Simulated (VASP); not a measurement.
Method: PBE GGA, VASP's PBE PAW potentials (set 64) (plane waves; VASP 6.6.1).

VASP input:

### INCAR
```
SYSTEM  =  AlN
PREC  =  Accurate; ENCUT  =  620; LREAL  =  F
LASPH  =  T
EDIFF  =  1E-6; NELM  =  100; ALGO  =  Normal
ISMEAR  =  0; SIGMA  =  0.05
GGA  =  PE
IBRION  =  2; NSW  =  40; ISIF  =  3
EDIFFG  =  -0.02; PSTRESS  =  300
LWAVE  =  F; LCHARG  =  F
```

### POSCAR
```
AlN
1.0
  1.5073351241  -2.6107810063   0.0000000000
  1.5073351241   2.6107810063   0.0000000000
  0.0000000000   0.0000000000   4.7790880803
Al N
2 2
Direct
  0.6666670000   0.3333330000   0.4985048874
  0.3333330000   0.6666670000   0.9985048874
  0.6666670000   0.3333330000   0.8834951126
  0.3333330000   0.6666670000   0.3834951126
```

File KPOINTS:
```
Automatic mesh
0
Gamma
8 8 5
0 0 0
```

POTCAR, in this order: Al N (PBE.64 set). Program: vasp_std.

Output of the run:

OSZICAR:
```
       N       E                     dE             d eps       ncg     rms          rms(c)
DAV:   1     0.636836807333E+02    0.63684E+02   -0.86376E+03   720   0.140E+03
DAV:   2    -0.301457296214E+02   -0.93829E+02   -0.86894E+02  1060   0.263E+02
DAV:   3    -0.345250583252E+02   -0.43793E+01   -0.43599E+01   948   0.621E+01
DAV:   4    -0.345600298525E+02   -0.34972E-01   -0.34962E-01   820   0.628E+00
DAV:   5    -0.345604748297E+02   -0.44498E-03   -0.44496E-03   932   0.718E-01    0.129E+01
DAV:   6    -0.293919420572E+02    0.51685E+01   -0.16729E+01   868   0.346E+01    0.452E+00
DAV:   7    -0.293764017364E+02    0.15540E-01   -0.79847E-01   816   0.784E+00    0.306E+00
DAV:   8    -0.293678396632E+02    0.85621E-02   -0.71986E-02   816   0.298E+00    0.434E-01
DAV:   9    -0.293636828186E+02    0.41568E-02   -0.17481E-02   916   0.103E+00    0.230E-01
DAV:  10    -0.293641698674E+02   -0.48705E-03   -0.21536E-03   876   0.391E-01    0.143E-01
DAV:  11    -0.293640726495E+02    0.97218E-04   -0.32656E-04   832   0.154E-01    0.272E-02
DAV:  12    -0.293640747610E+02   -0.21115E-05   -0.81449E-06   832   0.318E-02    0.564E-03
DAV:  13    -0.293640745532E+02    0.20779E-06   -0.52847E-06   832   0.197E-02
   1 F= -.22320940E+02 E0= -.22320940E+02  d E =-.223209E+02
```

OUTCAR:
```
------------------------ aborting loop because EDIFF is reached ----------------------------------------
  FORCE on cell =-STRESS in cart. coord.  units (eV):
  Direction    XX          YY          ZZ          XY          YZ          ZX
  --------------------------------------------------------------------------------------
  Total        7.0501239      7.0501238      7.0215227      0.0000000     -0.0000000      0.0000000
  in kB      300.2977204    300.2977175    299.0794652      0.0000000     -0.0000000      0.0000000
  external PRESSURE =      -0.1083656 kB  Pullay stress =     300.0000000 kB
  volume of cell :       37.61
      direct lattice vectors                 reciprocal lattice vectors
     1.507335124 -2.610781006  0.000000000     0.331711238 -0.191513573  0.000000000
     1.507335124  2.610781006  0.000000000     0.331711238  0.191513573  0.000000000
     0.000000000  0.000000000  4.779088080     0.000000000  0.000000000  0.209244940
  FREE ENERGIE OF THE ION-ELECTRON SYSTEM (eV)
  ---------------------------------------------------
  free  energy   TOTEN  =       -29.3640745532 eV

  energy  without entropy=      -29.3640745532  energy(sigma->0) =      -29.36407455
  enthalpy is  TOTEN    =       -22.3209403045 eV   P V=        7.0431342487

 reached required accuracy - stopping structural energy minimisation
```
(Selected blocks of OUTCAR.)

The compound is AlN in the wurtzite structure. It was relaxed first under an external pressure of 30 GPa.
